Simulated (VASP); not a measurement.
Input of a VASP 6.6.1 run:

Contents of INCAR:

```
SYSTEM = Sn
ALGO = Normal ; EDIFF = 1E-7
EDIFFG = -0.005 ; ENCUT = 600
IBRION = 2 ; ISIF = 3
ISMEAR = 0 ; LASPH = .True.
LCHARG = .False. ; LREAL = .False.
LWAVE = .False. ; NELM = 80
NSW = 90 ; PREC = Accurate
SIGMA = 0.03
```

Contents of KPOINTS:

```
k-points
0
Gamma
  12 12 12
  0 0 0
```

Contents of POSCAR:

```
Sn                                      
1.0
   -2.8894164346      2.8894164346      1.5661021668
    2.8894164346     -2.8894164346      1.5661021668
    2.8894164346      2.8894164346     -1.5661021668
  Sn            
     2
Direct
     0.0000000000000000    0.0000000000000000    0.0000000000000000
     0.7500000000000000    0.2500000000000000    0.5000000000000000
```

Potentials or basis: VASP PAW LDA potentials, release 64 (Sn_d).

Run with:

```console
$ cat potpaw_LDA.64/Sn_d/POTCAR > POTCAR
$ mpirun -np 1 vasp_std > vasp.out
```

(1) What does it give for the space group after relaxing (to 0.05 Å)?

(2) Estimate the band gap on the k mesh.

## Answers

(1) I4_1/amd (No. 141).

(2) none (metal or under the smearing width).
